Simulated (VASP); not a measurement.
Here is the system:

```xyz
4
Lattice="4.2876 0.0000 0.0000 0.0000 4.2876 0.0000 0.0000 0.0000 10.9156" Properties=species:S:1:pos:R:3 pbc="T T T"
Sn     2.1438     0.0000     4.0377
Sn     4.2876     2.1438     6.8779
Se     2.1438     0.0000     6.7178
Se     4.2876     2.1438     4.1979
```

Method: r2SCAN meta-GGA, VASP's PBE PAW potentials (set 64) (plane waves; VASP 6.6.1). Numerical set-up: 400 eV cut-off, 6×6×3 Γ-centred mesh, tetrahedra with Blöchl corrections, potentials Sn_d Se.

The cell holds a wide vacuum, so values per volume refer to the whole cell.  The cores are frozen, which limits the accuracy of field gradients.

Task: Give the principal components of the electric field gradient (V/Å²) and the asymmetry η at each nucleus.

Result: 
```
atom   Vxx   Vyy     Vzz     η
----  ----  ----  ------  ----
Sn1   77.3  77.3  -154.6  0.00
Sn2   77.3  77.3  -154.6  0.00
Se3    4.7   4.7    -9.5  0.00
Se4    4.7   4.7    -9.5  0.00
```

The cell is a sheet with vacuum, built from a database entry that may be metastable or hypothetical.
